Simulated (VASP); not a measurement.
```
CELL_PARAMETERS angstrom
      0.00000     2.99698     2.99698
      2.99698     0.00000     2.99698
      2.99698     2.99698     0.00000
ATOMIC_POSITIONS crystal
  Hg 0.00000 0.00000 0.00000
  Te 0.25000 0.25000 0.25000
```

Calculation: PBEsol GGA, VASP's PBE PAW potentials (set 64) (plane waves; VASP). Settings: 500 eV cut-off, 11×11×11 Γ-centred mesh, first-order Methfessel-Paxton smearing of 0.10 eV, potentials Hg Te.

Unless said otherwise, spin-orbit coupling is left out, though it shifts the bands of the heavy elements here.

Problem. Estimate the energy per atom (σ→0), pressure, band gap (on the k-mesh) with the smallest direct gap where there is one.

Solution. 
The band gap (on the k-mesh) is none (metal, semimetal or under 0.01 eV), the energy per atom (σ→0) is -1.815 eV/atom and the pressure comes out as 200.8 kbar.

The structure was generated: HgTe was put into the zinc blende type (F-43m), which need not be its known phase. It was relaxed first under an external pressure of 20 GPa.
